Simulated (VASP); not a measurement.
Input:

```
CELL_PARAMETERS angstrom
      0.00000     2.46271     2.46271
      2.46271     0.00000     2.46271
      2.46271     2.46271     0.00000
ATOMIC_POSITIONS crystal
  Gd 0.00000 0.00000 0.00000
  N  0.50000 0.50000 0.50000
```

All values below come from PBEsol GGA, VASP's PBE PAW potentials (set 64) (plane waves; VASP). Run with 600 eV cut-off, 12×12×12 Γ-centred mesh, first-order Methfessel-Paxton smearing of 0.10 eV, potentials Gd_3 N.

The 4f electrons are frozen in the core of the lanthanide potential, so 4f levels, which can set the real gap, and their magnetism are missing.

Stress in GPa, positive for a compressed cell; the cube axes lie along x, y and z, and the ions stay on their sites.

```csv
strain,σxx,σyy,σzz
none,-0.17,-0.17,-0.17
εyy = -0.5 %,0.20,1.63,0.20
εyy = +0.5 %,-0.55,-1.87,-0.55
```

Q: Fit C11 and C12 to these rows, and predict the stress for εxx = -4.0 %, εzz = -4.0 %.

A: Least squares on Δσ_i = −C11 ε_i − C12 (ε_j + ε_k) over all components shown gives C11 = 350 GPa and C12 = 75 GPa, and so σxx, σyy, σzz = 16.83, 5.83, 16.83 GPa. The run gave 22.09, 6.42, 22.09 GPa; the difference holds the non-linear terms and numerical noise.

Left out are shears, moved atoms, failed runs and, from the fit, strains over 2.5 %.

The compound is GdN in the rock salt structure.
